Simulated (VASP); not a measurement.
Consider the following.

```xyz
2
Lattice="2.7720 0.0000 0.0000 0.0000 2.7720 0.0000 0.0000 0.0000 3.9885" Properties=species:S:1:pos:R:3 pbc="T T T"
Ti     0.0000     0.0000     0.0000
Al     1.3860     1.3860     1.9943
```

These are LDA (Ceperley-Alder, Perdew-Zunger), VASP's LDA PAW potentials (set 64) (plane waves; VASP) values and carry that method's errors. Settings: 520 eV cut-off, Gaussian smearing of 0.050 eV, potentials Ti_sv Al.

Task: Give the energies of bands 5 to 10 at the high-symmetry points, in eV from the Fermi level.

Result: 
```json
[
 {"band": "5", "Γ": "-9.23", "X": "-4.65", "M": "-3.37", "Z": "-7.67", "R": "-5.06", "A": "-2.71"},
 {"band": "6", "Γ": "-1.97", "X": "-4.54", "M": "-0.49", "Z": "-5.32", "R": "-2.96", "A": "-2.40"},
 {"band": "7", "Γ": "-0.92", "X": "-1.82", "M": "-0.39", "Z": "-0.74", "R": "-1.21", "A": "-2.40"},
 {"band": "8", "Γ": "-0.21", "X": "-0.29", "M": "-0.39", "Z": "0.63", "R": "-1.01", "A": "2.03"},
 {"band": "9", "Γ": "2.26", "X": "1.76", "M": "-0.28", "Z": "1.88", "R": "1.42", "A": "2.23"},
 {"band": "10", "Γ": "2.26", "X": "2.65", "M": "-0.28", "Z": "1.88", "R": "1.81", "A": "2.81"}
]
```

It has no gap at this level: it comes out as a metal or semimetal.

The compound is TiAl in the L1_0 structure. It was relaxed first, which changed the volume by -6 %. The electron count is odd and the run is not spin-polarised, which forces a metal.
